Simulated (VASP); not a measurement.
Data:

```xyz
4
Lattice="5.0572 2.5196 2.5196 2.5196 5.0572 2.5196 2.5196 2.5196 5.0572" Properties=species:S:1:pos:R:3 pbc="T T T"
Mn     0.0000     0.0000     0.0000
Mn     5.0482     5.0482     5.0482
S      2.5241     2.5241     2.5241
S      7.5723     7.5723     7.5723
```
Starting moments (μB, in the order of the record's atoms Mn Mn S S): 4.1 -4.1 0.0 0.0.

These are optB88-vdW, VASP's PBE PAW potentials (set 64) (plane waves; VASP 6.6.1) values and carry that method's errors. Numerical set-up: 520 eV cut-off, 7×7×7 Γ-centred mesh, Gaussian smearing of 0.050 eV, potentials Mn_pv S.

What does the run give for the cell moment, energy per atom (σ→0), pressure?

```
Item                           Result
---------------------  --------------
cell moment                   0.00 μB
energy per atom (σ→0)  -4634 meV/atom
pressure                     2.59 GPa
```

Give the moment on each site (PAW-sphere projection).

```tsv
site	moment (μB)
Mn1	4.05
Mn2	-4.05
S3	0.00
S4	0.00
```

The compound is MnS in the rock salt, AFM-II order structure. This cell is one point of a volume scan, at 0.97 of the reference volume.
